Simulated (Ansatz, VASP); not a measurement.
# Si3As: VASP beside Ansatz

File INCAR:

```
PREC = Accurate
ENCUT = 600
EDIFF = 1E-7
ISMEAR = 0
SIGMA = 0.1
LREAL = F
LASPH = T
NELM = 100
ALGO = Normal
ISIF = 3
LWAVE = F
LCHARG = F
GGA = PE
IBRION = 2
NSW = 100
EDIFFG = -0.01
```

The input KPOINTS:

```
Automatic mesh
0
Gamma
  12 12 12
```

POSCAR

```
Si3As
1.0
   -2.5756389533      2.5756389533      2.5756389533
    2.5756389533     -2.5756389533      2.5756389533
    2.5756389533      2.5756389533     -2.5756389533
Si As
3 1
Direct
    0.0000000000      0.5000000000      0.5000000000
    0.5000000000      0.0000000000      0.5000000000
    0.5000000000      0.5000000000      0.0000000000
    0.0000000000      0.0000000000      0.0000000000
```

Input for Ansatz:

```yaml
crystal:
  lattice:
    - [-2.5756389533, 2.5756389533, 2.5756389533]
    - [2.5756389533, -2.5756389533, 2.5756389533]
    - [2.5756389533, 2.5756389533, -2.5756389533]
  atoms:
    - { symbol: Si, position: [0.0, 0.5, 0.5] }
    - { symbol: Si, position: [0.5, 0.0, 0.5] }
    - { symbol: Si, position: [0.5, 0.5, 0.0] }
    - { symbol: As, position: [0.0, 0.0, 0.0] }
basis:
  ecutwfc: 420
kpoints:
  mp_grid: { grid: [12, 12, 12] }
hamiltonian:
  xc: pbe
scf:
  occupations: { method: gaussian, width: 0.1 }
output:
  forces: true
  stress: true
  eigenvalues: true
  write_density: true
  write_potential: true
  elf: true
  volumetric_format: npy
relax:
  adjacent_minimum: "off"
  f_tol: 0.01
  max_steps: 80
  cell: { stress_tol: 0.05 }
```

Alike in both runs: task relaxation of cell and atoms; functional PBE; k mesh 12 × 12 × 12; occupations gaussian, width 0.1 eV; no spin polarisation.

```csv
,VASP,Ansatz
version,VASP 6.6.1,Ansatz 0.2.0
potentials or method,"VASP PAW PBE potentials, release 64 (Si, As)","scalar-relativistic, plane waves, PAW"
plane-wave cutoff (eV),600,420
valence electrons in the cell,17,27
```

|  | VASP | Ansatz | Ansatz less VASP |
| --- | --- | --- | --- |
| gap on the k mesh at the Fermi level, each at its own relaxed structure (eV) | none | none | - |
| relaxed volume (Å³/atom) | 17.16 | 17.14 | -0.021 |
| relaxed cell length with the largest relative difference (Å) | 4.468 | 4.466 | -0.0018 |

A gap of «none» marks a metal or a gap that the smearing closes. The two sets of potentials don't hold the same shells in valence.
